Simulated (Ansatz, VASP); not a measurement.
# CuSi3: VASP beside Ansatz, part 2 of 2

Aim: how closely do two programs agree when they are given the same cell, functional and k mesh? The cell is generated by rule, not measured, and may not be a known phase. The cell is taken from a series of runs on this material, whose earlier steps may have relaxed, scaled, displaced or heated it; both programs get it as it stands.

VASP 6.6.1 and Ansatz 0.2.0.

So far: Starting point; Ansatz: relaxation of cell and atoms, PBEsol; VASP: relaxation of cell and atoms, PBEsol; Side by side.

## (5) VASP: zone-centre phonons, PBEsol

Level of this step: PBEsol; plane waves and PAW (Cu, Si); invented cell (VASP).

Second derivatives magnify differences that forces hide, and they need a tight electronic threshold.

INCAR

```
SYSTEM = CuSi3
PREC = Accurate
ENCUT = 600
EDIFF = 1E-08
NELM = 120
ISMEAR = -1
SIGMA = 0.1
LREAL = .FALSE.
ALGO = Normal
GGA = PS
NBANDS = 17
LASPH = .TRUE.
LORBIT = 11
LWAVE = .FALSE.
LCHARG = .FALSE.
ISIF = 2
IBRION = 8
GGA_COMPAT = .FALSE.
KPAR = 2
```

POSCAR

```
CuSi3
1.0
   -3.0118476000      0.0000000000      3.0118476000
    0.0000000000      3.0118476000      3.0118476000
   -3.0118476000      3.0118476000      0.0000000000
Cu Si
1 3
Direct
    0.0000000000      0.0000000000      0.0000000000
    0.5000000000      0.5000000000      0.5000000000
    0.7500000000      0.7500000000      0.7500000000
    0.2500000000      0.2500000000      0.2500000000
```

KPOINTS

```
Automatic mesh
0
Gamma
8 8 8
0 0 0
```

Potentials, in the order of the species: Cu and Si (PBE family, release 64).

On the command line:

```bash
$ mpirun -np 2 vasp_std
```

Numbers of over 12 decimals in the logs are rounded to 6 here.

The log of the run:

```text
[banner, memory and clock lines left out]
running    2 mpi-ranks, on    1 nodes
[...]
[... a notice as in an earlier step ...]

 LDA part: xc-table for (Slater+PW92), standard interpolation
 POSCAR, INCAR and KPOINTS ok, starting setup
[...]
entering main loop
       N       E                     dE             d eps       ncg     rms          rms(c)
DAV:   1     0.105220743682E+03    0.10522E+03   -0.10900E+04   986   0.163E+03
DAV:   2    -0.159604802517E+02   -0.12118E+03   -0.11742E+03  1043   0.283E+02
DAV:   3    -0.228888478929E+02   -0.69284E+01   -0.66359E+01  1380   0.697E+01
DAV:   4    -0.230864893999E+02   -0.19764E+00   -0.19611E+00  1419   0.104E+01
[...]
DAV:  17    -0.201126726832E+02   -0.15285E-07   -0.26023E-08   912   0.454E-03    0.131E-03
DAV:  18    -0.201126726997E+02   -0.16426E-07   -0.20291E-08   622   0.469E-03    0.233E-04
DAV:  19    -0.201126726990E+02    0.67439E-09   -0.50906E-09   559   0.503E-04
   1 F= -.20112673E+02 E0= -.20084836E+02  d E =-.556738E-01
[...]
RMM:  10    -0.195117959195E-01    0.26029E-06   -0.29286E-09  3485   0.173E-04    0.136E-05
RMM:  11    -0.195118117090E-01   -0.15789E-07   -0.52073E-09  3551   0.818E-05    0.404E-06
RMM:  12    -0.195118197718E-01   -0.80628E-08   -0.43993E-09  3597   0.566E-05    0.204E-06
 first order change of Fermi-energy  -0.29326E-04
 force on displaced ion       2 direction 1 :  -3.109   0.000   0.000
 Linear response progress:
  Degree of freedom:   3/  3
       N       E                     dE             d eps       ncg     rms          rms(c)
RMM:   1    -0.213772736208E-01   -0.21377E-01    0.21993E-02  6964   0.158E+00
RMM:   2    -0.184066906964E-01    0.29706E-02   -0.21438E-03  4693   0.672E-01    0.650E-02
RMM:   3    -0.186736170783E-01   -0.26693E-03   -0.78689E-04  5413   0.214E-01    0.366E-02
RMM:   4    -0.188267158448E-01   -0.15310E-03   -0.81161E-05  5183   0.660E-02    0.755E-03
[...]
RMM:  10    -0.188061870287E-01    0.85359E-08    0.12900E-07  5672   0.236E-04    0.118E-05
RMM:  11    -0.188062099292E-01   -0.22901E-07    0.88029E-08  5786   0.110E-04    0.563E-06
RMM:  12    -0.188062022959E-01    0.76333E-08    0.78190E-08  5972   0.744E-05    0.169E-06
 first order change of Fermi-energy   0.39727E-04
 force on displaced ion       3 direction 1 :  -2.516   0.000   0.000
 Linear response finished
```

OUTCAR, selected parts (step 5):

```text
  Total        0.1692657      0.1692657      0.1692657     -0.0000000      0.0000000      0.0000000
  in kB        4.9630726      4.9630726      4.9630726     -0.0000000      0.0000000      0.0000000
  external PRESSURE =       4.9630726 kB  Pullay stress =       0.0000000 kB

 POSITION                                       TOTAL-FORCE (eV/Angst)
 -----------------------------------------------------------------------------------
      0.00000      0.00000      0.00000         0.000000      0.000000     -0.000000
     -3.01185      3.01185      3.01185         0.000000      0.000000     -0.000000
     -4.51777      4.51777      4.51777         0.000000      0.000000      0.000000
     -1.50592      1.50592      1.50592        -0.000000     -0.000000     -0.000000
 -----------------------------------------------------------------------------------
    total drift:                               -0.000000     -0.000000      0.000000

[... 2 further parts left out ...]
```

## (6) Ansatz: zone-centre phonons, PBEsol

The same cell, functional, mesh and smearing now go to Ansatz, which takes its cutoff from its data sets.

The cell is taken from a series of runs on this material, whose earlier steps may have relaxed, scaled, displaced or heated it; both programs get it as it stands.

input.yaml

```yaml
crystal:
  lattice:
    - [-3.0118476, 0.0, 3.0118476]
    - [0.0, 3.0118476, 3.0118476]
    - [-3.0118476, 3.0118476, 0.0]
  atoms:
    - { symbol: Cu, position: [0.0, 0.0, 0.0] }
    - { symbol: Si, position: [0.5, 0.5, 0.5] }
    - { symbol: Si, position: [0.75, 0.75, 0.75] }
    - { symbol: Si, position: [0.25, 0.25, 0.25] }
kpoints:
  mp_grid: { grid: [8, 8, 8] }
hamiltonian:
  xc: pbesol
scf:
  occupations: { method: fermi_dirac, width: 0.1 }
output:
  eigenvalues: true
phonons:
  method: dfpt
  qmesh: [2, 2, 2]
  temperatures: { t_max: 1000, t_step: 50 }
  qpath:
    path:
      - [[0.0, 0.0, 0.0], [0.0, 0.5, 0.5], [0.0, 0.625, 0.375]]
      - [[-0.375, 0.375, 0.0], [0.0, 0.0, 0.0], [0.0, 0.5, 0.0], [-0.25, 0.5, 0.25], [0.0, 0.5, 0.5]]
    npoints: 12
```

On the command line:

```bash
$ ansatz run input.yaml --threads 2 --pin off --max-ram 5120MiB --backend cpu --events-out ev --progress --plain --runs-dir out
```

The log of the run:

```text
[...]
Crystal: 4 atoms, lattice volume = 54.642 Å³
Basis set: ecut = 420 eV, 1067 PW (Γ), exchange–correlation on 60×60×60 points (8 copies of the dense FFT grid, shifted against one another)
Bands: 20, of which v1, the nominal top of the filled ones, is band 16 counted from 1 (15 counted from 0)
Symmetry: 48 space group operations
k-points: 29 of 512
[...]
largest difference from the sums on the solved wave vectors: F 7.05e-2 eV, S 7.33e-5 and C_V 7.82e-6 eV/K
  zero-point energy: 0.087361 eV/cell   skipped modes (ω ≤ 0): 499, of them read as no rigid motion or as one in doubt: 496 (2.656e0 modes/cell left out, lowest -105.31 cm⁻¹)   left out of the sums: 2.21e-1 of the cell's modes: C_V's classical limit lies that fraction below 3 k_B per atom; for a crystal, a wire or a layer, F and S can be off by more, and a phonons.interpolated_qmesh denser along its periods is the remedy for the sampling
[key lines of the parts left out:]
SCF converged after 9 iterations
Free energy (F): -8451.800806 eV
Fermi energy:    12.216060 eV
```

## (7) Comparison

What differs besides the data sets and the points named for the pairs above, as far as they apply: VASP's run holds the zone centre alone; the data sets hold 31 valence electrons in Ansatz (on its default PAW (the set named soft_2) files) and 23 in VASP. Total energies have different zeros and are not compared.

The two programs side by side:

| quantity | Ansatz | VASP | difference |
| --- | --- | --- | --- |
| optical mode 1 to 3 (cm⁻¹) | 133.0 | 134.7 | -1.26 % |
| optical mode 4 to 6 (cm⁻¹) | 164.2 | 165.4 | -0.75 % |
| optical mode 7 to 9 (cm⁻¹) | 207.7 | 209.3 | -0.75 % |

Modes are paired by rising frequency, not by their patterns, so a pair may set unlike modes beside each other; they are those without the splitting of longitudinal modes.

## (8) Outcome

| Item | Value |
| --- | --- |
| difference in volume (relaxation of cell and atoms, PBEsol) | -0.22 % |
| r.m.s. difference of the optical zone-centre modes, each program's sorted by frequency (zone-centre phonons, PBEsol) | 1.5 cm⁻¹ |
| difference in optical mode 1 to 3 (zone-centre phonons, PBEsol) | -1.3 % |

In words: The difference in volume is -0.22 % (relaxation of cell and atoms, PBEsol), within the 1.2 % picked in this series as the mark of a large difference, as far as the stopping tolerances let one tell. The data sets hold unlike numbers of valence electrons (31 in Ansatz and 23 in VASP), so part of the differences comes from the potentials. Among the rows given in per cent, the largest difference of the zone-centre phonons, PBEsol pair is in optical mode 1 to 3, -1.3 %. Such differences can come from data sets, numerical settings and the points named under the comparisons, not from the functional's error against experiment.

[Lines on the potential files, build, host, timing and source positions are cut from VASP's logs without a mark.]

[Logs are printed without paths, hosts, clocks, repeated set-up lines and the standing remarks that a program may print on its own settings, such as how far it seeks lower states.]

[Hosts, paths, dates, database ids (printed as entryN), source tags and the programs' standing remarks are cut or masked in the printed files.]
